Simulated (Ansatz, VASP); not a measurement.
**Two plane-wave programs on Si4W2Cl**

```xyz
7
Lattice="3.2293 0.0000 0.0000 0.0000 3.2293 0.0000 0.0000 0.0000 21.9373" Properties=species:S:1:pos:R:3 pbc="T T T"
Si    0.0000    0.0000    4.0000
Si    0.0000    0.0000    6.6029
Si    1.6146    1.6146    7.8757
Si    1.6146    1.6146   10.4373
W     1.6146    1.6146    5.3015
W     0.0000    0.0000    9.1662
Cl    2.4220    2.4220   12.3007
```

Alike in both runs: functional PBE; k mesh 8 × 8 × 1; occupations gaussian, width 0.1 eV; no spin polarisation.

Ansatz relaxed the structure, and its values are those at the end. VASP's run is a single point on that final structure, the one shown.

|  | VASP | Ansatz |
| --- | --- | --- |
| version | VASP 6.6.1 | Ansatz 0.2.0 |
| potentials or method | VASP PAW PBE potentials, release 64 (Si, W_sv, Cl) | scalar-relativistic, plane waves, PAW |
| plane-wave cutoff (eV) | 520 | 420 |
| valence electrons in the cell | 51 | 51 |

VASP gave:

- gap on the k mesh at the Fermi level (eV): none
- rms of the force components (eV/Å): 0.299

Q: What did Ansatz give for the same quantities?

A: gap on the k mesh at the Fermi level (eV): none; rms of the force components (eV/Å): 0.294.

A gap of «none» marks a metal or a gap that the smearing closes. Ansatz warned: «xc_potential_rough_in_thin_density».

Caveats: an odd number of electrons without spin polarisation forces a metal; a magnetic or distorted state may lie lower. The runs have no spin-orbit coupling, so splittings on W are missing.
